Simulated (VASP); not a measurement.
NbAs:

```
Nb As
1.0
    -1.72585    1.72585    5.84000
     1.72585   -1.72585    5.84000
     1.72585    1.72585   -5.84000
Nb As
2 2
Direct
  0.00000 0.00000 0.00000
  0.75000 0.25000 0.50000
  0.41600 0.41600 0.00000
  0.16600 0.66600 0.50000
```

* Program: VASP 6.6.1
* Task: relaxation of cell and atoms
* Functional: PBEsol
* Potentials or basis: VASP PAW PBE potentials, release 64 (Nb_sv, As)
* Cutoff: 520 eV
* k mesh: 18 × 18 × 18
* Occupations: gaussian, width 0.1 eV
* Spin: no spin polarisation

At the start: pressure -2.2 GPa; volume 17.39 Å³/atom.

Question: How do energy, volume and symmetry change on relaxing?

Answer: Over 7 steps the energy falls by 3.6 meV/atom and the volume is 17.16 Å³/atom (-1.4 %); space group I4_1md (No. 109, to 0.05 Å).

The path:
| step | energy change (eV) | largest force (eV/Å) | pressure (GPa) | volume (Å³) |
| --- | --- | --- | --- | --- |
| 1 | 0.0000 | 0.2877 | -2.21 | 69.58 |
| 2 | 0.0067 | 0.0387 | 4.19 | 67.19 |
| 3 | -0.0115 | 0.1499 | 0.51 | 68.50 |
| 4 | -0.0139 | 0.0220 | -0.17 | 68.73 |
| 5 | -0.0139 | 0.0034 | -0.10 | 68.71 |
| 6 | -0.0145 | 0.0009 | -0.03 | 68.66 |
| 7 | -0.0146 | 0.0005 | 0.00 | 68.63 |

Final structure:
```xyz
4
Lattice="-1.7204 1.7204 5.7967 1.7204 -1.7204 5.7967 1.7204 1.7204 -5.7967" Properties=species:S:1:pos:R:3 pbc="T T T"
Nb    0.0000    0.0000   11.5787
Nb    0.0000    1.7204    2.8837
As    0.0000    0.0000    4.8376
As    1.7204    0.0000    1.9392
```

Caveat: the PAW data sets were made with another functional, which shifts forces and pressure a little.
